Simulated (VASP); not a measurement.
Input for VASP

**POSCAR**
```
NiSi
1
    0.0000000000     2.7135460000     2.7135460000
    2.7135460000     0.0000000000     2.7135460000
    2.7135460000     2.7135460000     0.0000000000
Ni Si
1 1
Direct
  0.0000000000   0.0000000000   0.0000000000
  0.2500000000   0.2500000000   0.2500000000
```

KPOINTS:
```
Automatic mesh
0
Gamma
11 11 11
0 0 0
```

### INCAR
```
SYSTEM = NiSi
PREC = Accurate
ENCUT = 400
EDIFF = 1E-6
NELM = 100
ALGO = Normal
LREAL = .FALSE.
LASPH = .TRUE.
ISMEAR = 1
SIGMA = 0.1
GGA = PS
LMAXMIX = 4
ISPIN = 2
MAGMOM = 2.0 0.0
LORBIT = 10
LWAVE = .FALSE.
LCHARG = .FALSE.
IBRION = 2
ISIF = 3
NSW = 60
EDIFFG = -0.01
```

POTCAR, in this order: Ni Si (PBE.64 set). Program: vasp_std.

Q: Translate this PBEsol calculation to Quantum ESPRESSO's pw.x.

A: One equivalent input (not run):
```
&CONTROL
  calculation = 'vc-relax'
  pseudo_dir = './pseudo'
  outdir = './out'
  tprnfor = .true.
  tstress = .true.
  nstep = 60
  forc_conv_thr = 0.00039
/
&SYSTEM
  ibrav = 0
  nat = 2
  ntyp = 2
  ecutwfc = 98
  occupations = 'smearing'
  smearing = 'methfessel-paxton'
  degauss = 0.00735
  input_dft = 'pbesol'
  nspin = 2
  starting_magnetization(1) = 0.2
/
&ELECTRONS
  conv_thr = 7.3e-08
  electron_maxstep = 100
/
&IONS
/
&CELL
/
ATOMIC_SPECIES
  Ni 58.693 Ni.upf
  Si 28.085 Si.upf
CELL_PARAMETERS angstrom
     0.0000000    2.7135460    2.7135460
     2.7135460    0.0000000    2.7135460
     2.7135460    2.7135460    0.0000000
ATOMIC_POSITIONS crystal
  Ni   0.0000000  0.0000000  0.0000000
  Si   0.2500000  0.2500000  0.2500000
K_POINTS automatic
  11 11 11 0 0 0
```
The two are equivalent in intent, not identical: the potentials are each code's own (VASP's PAW set, PseudoDojo norm-conserving files in pw.x), so ENCUT and ecutwfc are chosen apart and not converted; conv_thr bounds pw.x's estimated SCF error, while EDIFF bounds the energy change between steps; starting_magnetization is a fraction of the valence charge and MAGMOM a moment in μB, so they match only roughly; forc_conv_thr acts on force components and is met together with etot_conv_thr.

The structure was generated: NiSi was put into the zinc blende type (F-43m), which need not be its known phase. This run relaxes it. Symmetry was kept, so distortions that lower it aren't found.
